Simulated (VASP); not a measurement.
All values below come from PBEsol GGA, VASP's PBE PAW potentials (set 64) (plane waves; VASP 6.6.1).

VASP input:

KPOINTS:
```
Automatic mesh
0
Gamma
7 7 7
0 0 0
```

INCAR:
```
! general
SYSTEM =YTl
PREC   =Accurate
ENCUT  =300   ! plane-wave cut-off (eV)
LREAL  =.False.   ! projection in real space or not
LASPH  =.True.

! electronic loop
EDIFF  =1E-6
NELM   =100   ! most electronic steps
ALGO   =Normal   ! blocked Davidson
LMAXMIX=4

! smearing
ISMEAR =0   ! Gaussian
SIGMA  =0.05   ! width (eV)

! functional
GGA    =PS   ! PBEsol

! ions
ISIF   =2

! output
LWAVE  =.False.
LCHARG =.False.
```

POSCAR:
```
YTl
1.0
  3.7510000000   0.0000000000   0.0000000000
  0.0000000000   3.7510000000   0.0000000000
  0.0000000000   0.0000000000   3.7510000000
Y Tl
1 1
Cart
  1.8744009570   1.8750311250   1.8793297710
  0.0010990430   0.0004688750  -0.0038297710
```

POTCAR, in this order: Y_sv Tl_d (PBE.64 set). Program: vasp_std.

Output

File OSZICAR:
```
       N       E                     dE             d eps       ncg     rms          rms(c)
DAV:   1     0.699696492402E+02    0.69970E+02   -0.97987E+03  6040   0.938E+02
DAV:   2    -0.792796936692E+01   -0.77898E+02   -0.77178E+02  7472   0.224E+02
DAV:   3    -0.108365422236E+02   -0.29086E+01   -0.29014E+01  8168   0.301E+01
DAV:   4    -0.108992834402E+02   -0.62741E-01   -0.62733E-01  7264   0.383E+00
DAV:   5    -0.109003091114E+02   -0.10257E-02   -0.10257E-02  7032   0.413E-01    0.251E+01
DAV:   6    -0.104439924793E+02    0.45632E+00   -0.72798E-01  6120   0.521E+00    0.164E+01
DAV:   7    -0.103906132308E+02    0.53379E-01   -0.99396E-01  8136   0.579E+00    0.231E+00
DAV:   8    -0.103676859682E+02    0.22927E-01   -0.40335E-01  5960   0.315E+00    0.842E-01
DAV:   9    -0.103566361121E+02    0.11050E-01   -0.53323E-02  5864   0.116E+00    0.263E-01
DAV:  10    -0.103568370705E+02   -0.20096E-03   -0.17428E-03  6736   0.273E-01    0.208E-01
DAV:  11    -0.103566903368E+02    0.14673E-03   -0.48987E-04  5672   0.121E-01    0.305E-02
DAV:  12    -0.103566856087E+02    0.47281E-05   -0.82208E-05  8256   0.425E-02    0.164E-02
DAV:  13    -0.103566854382E+02    0.17050E-06   -0.12210E-06  4560   0.802E-03
   1 F= -.10356685E+02 E0= -.10355053E+02  d E =-.326433E-02
```

**OUTCAR**
```
------------------------ aborting loop because EDIFF is reached ----------------------------------------
  FORCE on cell =-STRESS in cart. coord.  units (eV):
  Direction    XX          YY          ZZ          XY          YZ          ZX
  --------------------------------------------------------------------------------------
  Total       -0.4073684     -0.4073473     -0.4075604      0.0000210     -0.0000736     -0.0001697
  in kB      -12.3667823    -12.3661409    -12.3726121      0.0006387     -0.0022348     -0.0051524
  external PRESSURE =     -12.3685118 kB  Pullay stress =       0.0000000 kB
  volume of cell :       52.78
      direct lattice vectors                 reciprocal lattice vectors
     3.751000000  0.000000000  0.000000000     0.266595575  0.000000000  0.000000000
     0.000000000  3.751000000  0.000000000     0.000000000  0.266595575  0.000000000
     0.000000000  0.000000000  3.751000000     0.000000000  0.000000000  0.266595575
 POSITION                                       TOTAL-FORCE (eV/Angst)
 -----------------------------------------------------------------------------------
      1.87440      1.87503      1.87933         0.004366      0.001862     -0.015218
      0.00110      0.00047      3.74717        -0.004366     -0.001862      0.015218
 -----------------------------------------------------------------------------------
    total drift:                                0.000078      0.000034     -0.000263
  FREE ENERGIE OF THE ION-ELECTRON SYSTEM (eV)
  ---------------------------------------------------
  free  energy   TOTEN  =       -10.3566854382 eV

  energy  without entropy=      -10.3534211043  energy(sigma->0) =      -10.35505327
```
(Selected blocks of OUTCAR.)

At this cut-off the stress carries a Pulay error, which pulls relaxed volumes low.

The structure comes from a measured YTl entry of the Crystallography Open Database, whose conditions weren't checked. The cell was not relaxed at this level, atoms are displaced from their ideal sites.
